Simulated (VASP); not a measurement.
An input for Ansatz (written as the equivalent of a VASP run, and not itself run):

Ansatz 0.2 input:
```yaml
crystal:
  lattice:
    - [1.6881000, -5.3448000, 0.0000000]
    - [1.6881000, 5.3448000, 0.0000000]
    - [0.0000000, 0.0000000, 4.4676000]
  atoms:
    - { symbol: P, position: [0.1325655, 0.9385204, 0.9194000] }
    - { symbol: P, position: [0.3983000, 0.6017000, 0.4194000] }
    - { symbol: P, position: [0.6017000, 0.3983000, 0.5806000] }
    - { symbol: P, position: [0.8983000, 0.1017000, 0.0806000] }
kpoints:
  mp_grid: { grid: [5, 5, 4] }
hamiltonian:
  xc: pbe
  pseudopotentials: { kind: paw }
scf:
  occupations: { method: gaussian, width: 0.05 }
  max_iter: 100
relax:
  max_steps: 40
  f_tol: 0.01
output: { forces: true, stress: true, eigenvalues: true }
```

**Question.** Translate this input to VASP (INCAR, KPOINTS, POSCAR, choice of POTCAR).

**Answer.** One answer among several that fit: 
INCAR:
```
SIGMA=0.05   # width (eV)
LWAVE=.FALSE.
LASPH=.TRUE.   # aspherical one-centre terms
ISIF=2   # forces and stress, cell fixed
ALGO=Normal
EDIFF=1E-6
NSW=40
PREC=Accurate
GGA=PE   # PBE
LREAL=.FALSE.
LCHARG=.FALSE.
EDIFFG=-0.01   # ionic stop
SYSTEM=P
ISMEAR=0   # Gaussian
ENCUT=400   # plane-wave cut-off (eV)
IBRION=2
NELM=100
```

POSCAR:
```
P
1
    1.6881000000    -5.3448000000    -0.0000000000
    1.6881000000     5.3448000000     0.0000000000
    0.0000000000     0.0000000000     4.4676000000
P
4
Direct
  0.1325654746   0.9385203616   0.9194000000
  0.3983000000   0.6017000000   0.4194000000
  0.6017000000   0.3983000000   0.5806000000
  0.8983000000   0.1017000000   0.0806000000
```

KPOINTS:
```
Automatic mesh
0
Gamma
5 5 4
0 0 0
```

POTCAR, in this order: P (PBE.64 set). Program: vasp_std.

Limits of the translation: each code has its own PAW files, so the cut-off isn't converted (ENCUT is set for VASP's; basis.ecutwfc is left out, and Ansatz then takes the one that its files recommend); Ansatz stops its SCF on the density residual and VASP on the energy change (EDIFF).

The compound is P in the black structure. This run relaxes the ions in a fixed cell.
